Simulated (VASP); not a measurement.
Write the native input for VASP 6.6.1 that does the following.

| Quantity | Value |
| --- | --- |
| Task | relaxation of cell and atoms |
| Functional | PBE |
| Potentials or basis | VASP PAW PBE potentials, release 64 (Mo_sv) |
| Cutoff | 600 eV |
| k mesh | 18 × 18 × 18 |
| Occupations | gaussian, width 0.1 eV |
| Spin | no spin polarisation |
| Further INCAR settings | ALGO = Fast; EDIFF = 1e-07; IBRION = 2; EDIFFG = -0.005; NSW = 90; ISIF = 3 |

The structure of Mo lies in POSCAR:

```
Mo
1.0
   -1.5838089700      1.5838089700      1.5838089700
    1.5838089700     -1.5838089700      1.5838089700
    1.5838089700      1.5838089700     -1.5838089700
Mo
1
Direct
    0.0000000000      0.0000000000      0.0000000000
```

The input as run:

INCAR

```
PREC = Accurate
ENCUT = 600
EDIFF = 1E-7
ISMEAR = 0
SIGMA = 0.1
LREAL = F
LASPH = T
NELM = 80
ALGO = Fast
ISIF = 3
LWAVE = F
LCHARG = F
GGA = PE
IBRION = 2
NSW = 90
EDIFFG = -0.005
```

KPOINTS

```
regular mesh
0
Gamma
  18 18 18
```

Potentials or basis: VASP PAW PBE potentials, release 64 (Mo_sv).

Launch:

```bash
$ cat potpaw_PBE.64/Mo_sv/POTCAR > POTCAR
$ mpirun -np 1 vasp_std > vasp.out
```

Results of the run:

| Property | Result |
| --- | --- |
| Relaxed volume | 15.81 Å³/atom |
| Relaxed cell | a = 2.738 Å, b = 2.738 Å, c = 2.738 Å, α = 109.47°, β = 109.47°, γ = 109.47° |
| Space group after relaxing (to 0.05 Å) | Im-3m (No. 229) |
| Energy gained by relaxing | 0.4 meV/atom |
| Ionic steps | 3 |
| Pressure after relaxing | 0.0 GPa |
| Band gap on the k mesh | none (metal or under the smearing width) |

Wall time 51 s on 1 thread of Intel(R) Xeon(R) Platinum 8488C (Sapphire Rapids), on a shared host, peak memory 0.17 GiB.
